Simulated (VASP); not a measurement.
OSZICAR of a VASP run on V (bcc):

### OSZICAR
```
       N       E                     dE             d eps       ncg     rms          rms(c)
DAV:   1     0.854359018467E+02    0.85436E+02   -0.73554E+03  3300   0.143E+03
DAV:   2    -0.879738187765E+01   -0.94233E+02   -0.92335E+02  3410   0.371E+02
DAV:   3    -0.102315480848E+02   -0.14342E+01   -0.14103E+01  3470   0.537E+01
DAV:   4    -0.102412691801E+02   -0.97211E-02   -0.97159E-02  3360   0.447E+00
DAV:   5    -0.102413740260E+02   -0.10485E-03   -0.10485E-03  3428   0.475E-01    0.191E+01
DAV:   6    -0.897229145278E+01    0.12691E+01   -0.50317E+00  3316   0.340E+01    0.212E+00
DAV:   7    -0.895370990951E+01    0.18582E-01   -0.21431E-02  3328   0.211E+00    0.108E+00
DAV:   8    -0.894614083514E+01    0.75691E-02   -0.64570E-03  3324   0.141E+00    0.654E-02
DAV:   9    -0.894616464041E+01   -0.23805E-04   -0.97931E-05  3336   0.169E-01    0.316E-02
DAV:  10    -0.894617011368E+01   -0.54733E-05   -0.85656E-06  3312   0.351E-02    0.152E-03
DAV:  11    -0.894617058032E+01   -0.46663E-06   -0.11320E-07  2040   0.504E-03    0.735E-04
DAV:  12    -0.894617088649E+01   -0.30618E-06   -0.23985E-08  1658   0.273E-03    0.377E-04
DAV:  13    -0.894617091157E+01   -0.25080E-07   -0.31113E-09  1650   0.936E-04
   1 F= -.89461709E+01 E0= -.89458172E+01  d E =-.106101E-02
```

Which electronic solver shows in the log?

It is blocked Davidson (ALGO = Normal, or the opening steps of other solvers). The INCAR had ALGO = Normal.

How was spin treated?

Without spin polarisation: there is no mag entry.

Can the final energy be trusted as converged?

The calculation finished and met its thresholds. It stopped with EDIFF = 1E-7, NELM = 100 (PW91 GGA, plane waves, VASP's PBE PAW potentials (set 64)).

The compound is V in the bcc structure. This cell is one point of a volume scan, at 0.97 of the reference volume. The run is not spin-polarised, so no magnetic state was tried.
